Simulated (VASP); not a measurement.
Input:

```yaml
crystal:
  lattice:
    - [0.00000, 2.55975, 2.55975]
    - [2.55975, 0.00000, 2.55975]
    - [2.55975, 2.55975, 0.00000]
  atoms:
    - { symbol: Hf, position: [0.00000, 0.00000, 0.00000] }
    - { symbol: O, position: [0.25000, 0.25000, 0.25000] }
    - { symbol: O, position: [0.75000, 0.75000, 0.75000] }
```

Level of theory: PBEsol GGA, VASP's PBE PAW potentials (set 64) (plane waves; VASP 6.6.1). Run with 520 eV cut-off, 9×9×9 Γ-centred mesh, Gaussian smearing of 0.050 eV, potentials Hf_pv O.

Task: Give the stress tensor in GPa (positive for a compressed cell).

Result: 
```
-14.11    0.00    0.00
  0.00  -14.11    0.00
  0.00    0.00  -14.11
```
The pressure is its mean diagonal, -14.11 GPa.

The compound is HfO2 in the fluorite structure, the high-temperature cubic form, which is unstable at 0 K; the monoclinic form is the stable one. This cell is one point of a volume scan, at 1.06 of the reference volume.
